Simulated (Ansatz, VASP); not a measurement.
**Cross-check of SnClF between VASP and Ansatz**

One calculation is typed for both programs; each brings its own data sets. How far apart do they land? The cell is taken from a series of runs on this material, whose earlier steps may have relaxed, scaled, displaced or heated it; both programs get it as it stands.

Program: Ansatz 0.2.0. Level of theory: plane waves, with VASP 6.6.1 beside it; single point at PBEsol. Results are calculated unless marked as measured.

## Step 1: The starting structure

The structure is tetragonal, space group P4/nmm (No. 129). Conventional cell: a = 4.055 Å, b = 4.055 Å, c = 7.364 Å, α = 90.00°, β = 90.00°, γ = 90.00°. Nearest to Sn lie 4 F at 2.52 Å and 4 Cl at 3.06 Å. Nearest to Cl lie 4 Sn at 3.06 Å. Nearest to F lie 4 Sn at 2.52 Å. Farther neighbours and most contacts between anions are not listed.

## Step 2: Ansatz: single point, PBEsol, pair 1

Ansatz runs on its default PAW (the set named soft_2) files.

A single point gives forces, pressure and levels at one fixed geometry, so differences don't come from the geometry; what else differs is listed under the comparison.

input.yaml reads:

```yaml
crystal:
  lattice:
    - [4.054978, 0.0, 0.0]
    - [0.0, 4.054978, 0.0]
    - [0.0, 0.0, 7.36387]
  atoms:
    - { symbol: Sn, position: [0.5, 0.0, 0.20361] }
    - { symbol: Sn, position: [0.0, 0.5, 0.79639] }
    - { symbol: Cl, position: [0.0, 0.5, 0.349367] }
    - { symbol: Cl, position: [0.5, 0.0, 0.650633] }
    - { symbol: F, position: [0.0, 0.0, 0.0] }
    - { symbol: F, position: [0.5, 0.5, 0.0] }
kpoints:
  mp_grid: { grid: [4, 4, 3] }
scf:
  occupations: { method: fermi_dirac, width: 0.02 }
hamiltonian:
  xc: pbesol
output:
  forces: true
  stress: true
  efg: { quadrupole_moments_barn: { Cl: -0.08112 } }
```

Command:

```
ansatz run input.yaml --threads 4 --pin off --max-ram 8192MiB --backend cpu --events-out ev --progress --plain --runs-dir out
```

Numbers of over 12 decimals in the logs are rounded to 6 here.

Log:

```text
Sn: output.efg is read without spin–orbit coupling, which moves field gradients at and beside such atoms by some per cent and up to a factor of two; PAW files take it under magnetization.noncollinear and magnetization.spin_orbit
Engine: ansatz 0.2.0, x86_64-unknown-linux-gnu
Pseudopotentials: kind: paw
Pseudopotential: Sn, paw, valence charge 14, recommended cutoff 420 eV (normal), Sn.paw.azcp
Pseudopotential: Cl, paw, valence charge 7, recommended cutoff 420 eV (normal), Cl.paw.azcp
Pseudopotential: F, paw, valence charge 7, recommended cutoff 420 eV (normal), F.paw.azcp
Functional definition: PBEsol
  exchange = pbesol_x
  correlation = pbesol_c
Crystal: 6 atoms, lattice volume = 121.083 Å³
Basis set: ecut = 420 eV, 2393 PW (Γ), exchange–correlation on 60×60×100 points (8 copies of the dense FFT grid, shifted against one another)
Bands: 34, of which v1, the nominal top of the filled ones, is band 28 counted from 1 (27 counted from 0)
Symmetry: 16 space group operations
Space group: P4/nmm (ITA 129), of the structure as read, at distance tolerance 4.9e-5 Å
k-points: 12 of 48
Non-local potential: Sn, projectors of the file, l = 0: 2, l = 1: 2, l = 2: 2, l = 3: 2
Non-local potential: Cl, projectors of the file, l = 0: 2, l = 1: 2, l = 2: 2
Non-local potential: F, projectors of the file, l = 0: 2, l = 1: 2, l = 2: 1
PAW form: soft (Blöchl's): semilocal exchange-correlation on the pseudo side does not see the compensation charge
PAW frozen core: Sn, regenerated for the run's functional, and the local potential with it (the file was generated under x = pbe(κ = 0.804, μ = 0.219515), c = pbe(β = 0.066725))
PAW frozen core: Cl, regenerated for the run's functional, and the local potential with it (the file was generated under x = pbe(κ = 0.804, μ = 0.219515), c = pbe(β = 0.066725))
PAW frozen core: F, regenerated for the run's functional, and the local potential with it (the file was generated under x = pbe(κ = 0.804, μ = 0.219515), c = pbe(β = 0.066725))
PAW one-centre angular grid: Sn, 590 points (default); XC on 64 Gauss nodes
PAW one-centre angular grid: Cl, 110 points (default); XC on 64 Gauss nodes
PAW one-centre angular grid: F, 110 points (default); XC on 64 Gauss nodes
Initial density: superposition of atomic densities (neutral atoms: chi_scale 0, normalization atom), corrected by the library's trained network
Initial wavefunctions: pseudopotential atomic-orbital guess
Functional: x = pbesol(κ = 0.804, μ = 0.123457), c = pbesol(β = 0.046)
SCF iter   1: F=—  HF=-15626.148842 eV  |F-HF|=—  |Δ(HF+E_count)|=         —  Δρ=1.10e-2  dr2=1.13e-1  ethr=1.77e-3  ⟨swp⟩=7.2  Hψ=1736  notcnv=0
preconditioner: auto → Resta (q_TF=auto, 2.399 Å⁻¹)  ε∞=3.5  [insulator: Δε(μ)=2.620 eV  Ē_g=15.977 eV  σ=0.020 eV  W_gap=1.00  n_scr=36 (ndim 8)  ℏωp=25.3 eV  f_vac=0.013  D(μ)=0.00/eV (n_scr^D=0)  ε∞_Penn≈3.5]
SCF iter   2: F=—  HF=-15626.121709 eV  |F-HF|=—  |Δ(HF+E_count)|=   2.71e-2  Δρ=3.90e-3  dr2=1.41e-2  ethr=2.02e-4  ⟨swp⟩=2.0  Hψ=890  notcnv=0  defer=22
SCF iter   3: F=—  HF=-15626.119129 eV  |F-HF|=—  |Δ(HF+E_count)|=   2.58e-3  Δρ=9.97e-4  dr2=1.11e-3  ethr=2.51e-5  ⟨swp⟩=2.0  Hψ=768  notcnv=0  defer=10
automatic band count: iteration 3 solves 33 bands in place of 34: the levels show a gap, and the empty bands left out lie too high to hold charge; the band table lists the bands solved (type scf.n_extra_bands for more)
SCF iter   4: F=—  HF=-15626.119191 eV  |F-HF|=—  |Δ(HF+E_count)|=   6.26e-5  Δρ=4.10e-4  dr2=1.65e-4  ethr=1.98e-6  ⟨swp⟩=2.8  Hψ=696  notcnv=0  defer=10
SCF iter   5: F=—  HF=-15626.119269 eV  |F-HF|=—  |Δ(HF+E_count)|=   7.80e-5  Δρ=7.10e-5  dr2=7.91e-6  ethr=2.94e-7  ⟨swp⟩=2.1  Hψ=526  notcnv=0  defer=10
SCF iter   6: F=—  HF=-15626.119257 eV  |F-HF|=—  |Δ(HF+E_count)|=   1.23e-5  Δρ=2.23e-5  dr2=7.42e-7  ethr=1.41e-8  ⟨swp⟩=2.0  Hψ=694  notcnv=0  defer=10
SCF iter   7: F=-15626.119258 eV  HF=-15626.119258 eV  |F-HF|=3.27e-11  |Δ(HF+E_count)|=   9.65e-7  Δρ=3.71e-6  dr2=2.35e-8  ethr=1.79e-10  ⟨swp⟩=5.2  Hψ=1534  notcnv=0
SCF 1 converged in 7 iterations: F = -15626.119258 eV  dr2 = 2.35e-8
  greatest PAW one-centre occupation: 0.993 electrons in one spin orbital (limit 2), on the Sn atom at site 1 (counted from 0), in its partial waves of l = 2
SCF converged after 7 iterations
Free energy (F): -15626.119258 eV
Harris-Foulkes:  -15626.119258 eV  (|F-HF|=3.27e-11)
Internal energy: -15626.119258 eV  (E = F + TS)
E sigma→0 (E₀):  -15626.119258 eV
Fermi energy:    6.796757 eV
--- Per-component energies (eV) ---
  E_band       = -328.012271
  E_kinetic    = 1097.734736
  E_local      = -3940.834568  (includes V_loc(G=0)·N_el)
  E_nonlocal   = 141.960522
  E_hartree    = 1913.269324
  E_xc         = -1128.392694
  E_vxc        = -638.903969  (∫ρ·V_xc dr)
  E_paw        = -9787.953019  (= ΣΔE_a)
  E_vpaw       = -814.515616  (= ΣTr[D̂ρ^β])
  E_aug_tail   = 0.004237  (compensation charges beyond the density's cutoff)
  E_ewald      = -3922.719225
  E_core_change = 0.811429  (= ΣΔE_core)
  E_smearing   = -0.000000  (= −TS)
  E_closure    = 0.000000  (closes the sum)
  Σ components = -15626.119258   (vs F -15626.119258, Δ=0.00e0)
--- Forces (eV/Å), atoms counted from 1 ---
  atom   1  Sn     0.00000000     0.00000000    -0.19638389
  atom   2  Sn     0.00000000     0.00000000     0.19638389
  atom   3  Cl     0.00000000     0.00000000    -0.08878214
  atom   4  Cl     0.00000000     0.00000000     0.08878214
  atom   5  F      0.00000000     0.00000000    -0.00000000
  atom   6  F      0.00000000     0.00000000    -0.00000000
  max |Σ_I F_I| component: 6.94e-18 eV/Å
--- Stress (GPa, compression-positive) ---
       -3.545755       0.000000       0.000000
        0.000000      -3.545755       0.000000
        0.000000       0.000000      -3.041864
  P = ⅓ Tr σ = -3.3778 GPa (-33.778 kbar)
--- PAW observables at the nuclei: V_zz in 10²¹ V/m², potentials from the cell's mean, atoms counted from 1 ---
  atom   1  Sn V_zz =    +2.268849   η = 0.0000   by run symmetry: allowed
            electrostatic potential = -8168.754129 V   contact ρ = none
  atom   2  Sn V_zz =    +2.268849   η = 0.0000   by run symmetry: allowed
            electrostatic potential = -8168.754129 V   contact ρ = none
  atom   3  Cl V_zz =    -3.971147   η = 0.0000   by run symmetry: allowed   C_q = +7.7893 MHz
            electrostatic potential = -1776.845017 V   contact ρ = none
  atom   4  Cl V_zz =    -3.971147   η = 0.0000   by run symmetry: allowed   C_q = +7.7893 MHz
            electrostatic potential = -1776.845017 V   contact ρ = none
  atom   5  F  V_zz =    +0.682927   η = 0.0000   by run symmetry: allowed
            electrostatic potential = -738.010021 V   contact ρ = none
  atom   6  F  V_zz =    +0.682927   η = 0.0000   by run symmetry: allowed
            electrostatic potential = -738.010021 V   contact ρ = none
```

The run ends at a pressure of -3.38 GPa, with forces up to 0.20 eV/Å.

## Step 3: VASP: single point, PBEsol, pair 1

The same cell, functional, mesh and smearing now go to VASP, with its own data sets.

Lines of VASP's logs that name or quote its potential files are left out, and so is its time.

INCAR reads:

```
SYSTEM = SnClF
PREC = Accurate
ENCUT = 600
EDIFF = 1E-06
NELM = 120
ISMEAR = -1
SIGMA = 0.02
LREAL = .FALSE.
ALGO = Normal
GGA = PS
NBANDS = 34
LORBIT = 11
LWAVE = .FALSE.
LCHARG = .FALSE.
ISIF = 2
LASPH = .TRUE.
GGA_COMPAT = .FALSE.
EFERMI = MIDGAP
KPAR = 2
```

POSCAR reads:

```
SnClF
1.0
    4.0549780000      0.0000000000      0.0000000000
    0.0000000000      4.0549780000      0.0000000000
    0.0000000000      0.0000000000      7.3638700000
Sn Cl F
2 2 2
Direct
    0.5000000000      0.0000000000      0.2036100000
    0.0000000000      0.5000000000      0.7963900000
    0.0000000000      0.5000000000      0.3493670000
    0.5000000000      0.0000000000      0.6506330000
    0.0000000000      0.0000000000      0.0000000000
    0.5000000000      0.5000000000      0.0000000000
```

KPOINTS reads:

```
Automatic mesh
0
Gamma
4 4 3
0 0 0
```

Potentials, in the order of the species: Sn_d, Cl and F (PBE family, release 64).

Command:

```
mpirun -np 2 vasp_std
```

Log:

```text
[banner, memory and clock lines left out]
running    2 mpi-ranks, on    1 nodes
 distrk:  each k-point on    1 cores,    2 groups
 distr:  one band on    1 cores,    1 groups

 POSCAR found type information on POSCAR SnClF
 POSCAR found :  3 types and       6 ions
|                                                                             |
|               ----> ADVICE to this user running VASP <----                  |
|                                                                             |
|     You enforced a specific xc type in the INCAR file but a different       |
|     [... a line on the potential file left out ...]
|     I HOPE YOU KNOW WHAT YOU ARE DOING!                                     |
|                                                                             |

 LDA part: xc-table for (Slater+PW92), standard interpolation
 POSCAR, INCAR and KPOINTS ok, starting setup
 FFT: planning ... GRIDC
 FFT: planning ... GRID_SOFT
 FFT: planning ... GRID
 WAVECAR not read
 entering main loop
       N       E                     dE             d eps       ncg     rms          rms(c)
DAV:   1     0.673252998790E+03    0.67325E+03   -0.29233E+04   860   0.236E+03
DAV:   2     0.888003394286E+02   -0.58445E+03   -0.56952E+03   856   0.622E+02
DAV:   3    -0.216139150096E+02   -0.11041E+03   -0.10611E+03   970   0.212E+02
DAV:   4    -0.278401426814E+02   -0.62262E+01   -0.61720E+01   894   0.533E+01
DAV:   5    -0.280291307416E+02   -0.18899E+00   -0.18873E+00   962   0.102E+01    0.819E+00
DAV:   6    -0.261659974188E+02    0.18631E+01   -0.65744E+00  1084   0.186E+01    0.386E+00
DAV:   7    -0.261160672014E+02    0.49930E-01   -0.72681E-01   842   0.468E+00    0.227E+00
DAV:   8    -0.260960983237E+02    0.19969E-01   -0.16770E-01   996   0.258E+00    0.638E-01
DAV:   9    -0.260930503338E+02    0.30480E-02   -0.24693E-02  1126   0.142E+00    0.265E-01
DAV:  10    -0.260935725700E+02   -0.52224E-03   -0.68373E-03   938   0.622E-01    0.825E-02
DAV:  11    -0.260937022887E+02   -0.12972E-03   -0.34152E-04  1070   0.122E-01    0.480E-02
DAV:  12    -0.260937574091E+02   -0.55120E-04   -0.82322E-05   844   0.598E-02    0.139E-02
DAV:  13    -0.260937541865E+02    0.32226E-05   -0.15348E-05   974   0.309E-02    0.416E-03
DAV:  14    -0.260937541632E+02    0.23326E-07   -0.18443E-06   652   0.878E-03
   1 F= -.26093754E+02 E0= -.26093754E+02  d E =0.000000E+00
```

From OUTCAR (step 3):

```text
ion  position               nearest neighbor table
   1  0.500  0.000  0.204-   5 2.52   6 2.52   6 2.52   5 2.52   3 3.06   3 3.06   3 3.06   3 3.06

  LATTYP: Found a simple tetragonal cell.
 ALAT       =     4.0549780000
 C/A-ratio  =     1.8160073865

 Subroutine GETGRP returns: Found 16 space group operations
 (whereof  8 operations were pure point group operations)

The static configuration has the point symmetry D_2d.
 The point group associated with its full space group is D_4h.

 Found     12 irreducible k-points:

   k-points           NKPTS =     12   k-points in BZ     NKDIM =     12   number of bands    NBANDS=     34

   dimension x,y,z NGX =    32 NGY =   32 NGZ =   60
   dimension x,y,z NGXF=    64 NGYF=   64 NGZF=  120

   ENCUT  =  600.0 eV  44.10 Ry    6.64 a.u.   8.10  8.10 14.71*2*pi/ulx,y,z

   NELECT =      56.0000    total number of electrons

 k-points in reciprocal lattice and weights: Automatic mesh
   0.00000000  0.00000000  0.00000000       0.021
   0.25000000  0.00000000  0.00000000       0.083
   0.50000000  0.00000000  0.00000000       0.042
   0.25000000  0.25000000  0.00000000       0.083
   0.50000000  0.25000000  0.00000000       0.083
   0.50000000  0.50000000  0.00000000       0.021
   0.00000000  0.00000000  0.33333333       0.042
   0.25000000  0.00000000  0.33333333       0.167
   0.50000000  0.00000000  0.33333333       0.083
   0.25000000  0.25000000  0.33333333       0.167
   0.50000000  0.25000000  0.33333333       0.167
   0.50000000  0.50000000  0.33333333       0.042

 average (electrostatic) potential at core
       1-102.4467       2-102.4467       3 -90.9100       4 -90.9100       5 -75.1114
       6 -75.1114

 E-fermi :   4.6162

 k-point     1 :       0.0000    0.0000    0.0000
  band No.  band energies     occupation
    ...
     24       1.2687      2.00000
     25       1.2687      2.00000
     26       1.7290      2.00000
     27       1.7290      2.00000
     28       2.8397      2.00000
     29       6.6400      0.00000
     30       7.6848      0.00000
     31       8.8166      0.00000
     32       8.8166      0.00000
     33       9.6616      0.00000
    ...

 k-point     2 :       0.2500    0.0000    0.0000
  band No.  band energies     occupation
    ...
     24       1.4608      2.00000
     25       1.8316      2.00000
     26       1.9510      2.00000
     27       2.7454      2.00000
     28       2.9551      2.00000
     29       7.0845      0.00000
     30       7.7387      0.00000
     31       7.9072      0.00000
     32       8.2176      0.00000
     33       8.5864      0.00000
    ...

 k-point     3 :       0.5000    0.0000    0.0000
  band No.  band energies     occupation
    ...
     24       1.7718      2.00000
     25       1.8058      2.00000
     26       1.8058      2.00000
     27       3.2634      2.00000
     28       3.2634      2.00000
     29       6.8334      0.00000
     30       6.8334      0.00000
     31       7.9771      0.00000
     32       7.9771      0.00000
     33       8.5095      0.00000
    ...

  Total       -2.7402387     -2.7402387     -2.3639100      0.0000000      0.0000000      0.0000000
  in kB      -36.2590032    -36.2590032    -31.2793987      0.0000000      0.0000000      0.0000000
  external PRESSURE =     -34.5991350 kB  Pullay stress =       0.0000000 kB

  energy-cutoff  :      600.00
  volume of cell :      121.08
      direct lattice vectors                 reciprocal lattice vectors
     4.054978000  0.000000000  0.000000000     0.246610462  0.000000000  0.000000000
     0.000000000  4.054978000  0.000000000     0.000000000  0.246610462  0.000000000
     0.000000000  0.000000000  7.363870000     0.000000000  0.000000000  0.135798160

 POSITION                                       TOTAL-FORCE (eV/Angst)
 -----------------------------------------------------------------------------------
      2.02749      0.00000      1.49936        -0.000000      0.000000     -0.180913
      0.00000      2.02749      5.86451         0.000000      0.000000      0.180913
      0.00000      2.02749      2.57269        -0.000000      0.000000     -0.086927
      2.02749      0.00000      4.79118         0.000000      0.000000      0.086927
      0.00000      0.00000      0.00000         0.000000      0.000000      0.000000
      2.02749      2.02749      0.00000        -0.000000      0.000000      0.000000
 -----------------------------------------------------------------------------------
    total drift:                                0.000000     -0.000000      0.000000

  FREE ENERGIE OF THE ION-ELECTRON SYSTEM (eV)
  ---------------------------------------------------
  free  energy   TOTEN  =       -26.0937541632 eV

  energy  without entropy=      -26.0937541632  energy(sigma->0) =      -26.09375416

 total charge
# of ion       s       p       d       tot
------------------------------------------
    1        1.476   0.375   9.992  11.843
    2        1.476   0.375   9.992  11.843
    3        1.594   3.467   0.000   5.061
    4        1.594   3.467   0.000   5.061
    5        1.737   4.297   0.000   6.034
    6        1.737   4.297   0.000   6.034
--------------------------------------------------
tot          9.615  16.278  19.985  45.877

[... 3 further parts left out ...]
```

The run ends at a pressure of -3.46 GPa, with forces up to 0.18 eV/Å.

## Step 4: Differences

Known differences besides the potentials themselves: the cutoff is 420 eV in Ansatz and 600 eV in VASP; Ansatz makes its cores anew for this functional, VASP keeps those of its PBE data sets. Total energies have different zeros and are not compared.

The two programs side by side:

| quantity | Ansatz | VASP | difference |
| --- | --- | --- | --- |
| pressure (GPa) | -3.38 | -3.46 | +0.08 |
| gap on the k mesh (eV) | 2.709 | 2.706 | +0.003 |

Forces (eV/Å; atoms numbered as in POSCAR):

| atom | Ansatz x, y, z | VASP x, y, z |
| --- | --- | --- |
| Sn1 | 0.000, 0.000, -0.196 | 0.000, 0.000, -0.181 |
| Sn2 | 0.000, 0.000, 0.196 | 0.000, 0.000, 0.181 |
| Cl3 | 0.000, 0.000, -0.089 | 0.000, 0.000, -0.087 |
| Cl4 | 0.000, 0.000, 0.089 | 0.000, 0.000, 0.087 |
| F5 | 0.000, 0.000, 0.000 | 0.000, 0.000, 0.000 |
| F6 | 0.000, 0.000, 0.000 | 0.000, 0.000, 0.000 |

The forces differ by 5.2 meV/Å r.m.s., which is 7.8 % of the r.m.s. force of 0.067 eV/Å (both taken over all components). A gap on the mesh is an upper bound, since the band edges may lie between its points.

(Part 1 of 2 ends here.)

[Lines on the potential files, build, host, timing and source positions are cut from VASP's logs without a mark.]

[Logs are printed without paths, hosts, clocks, repeated set-up lines and the standing remarks that a program may print on its own settings, such as how far it seeks lower states.]

[Hosts, paths, dates, database ids (printed as entryN), source tags and the programs' standing remarks are cut or masked in the printed files.]
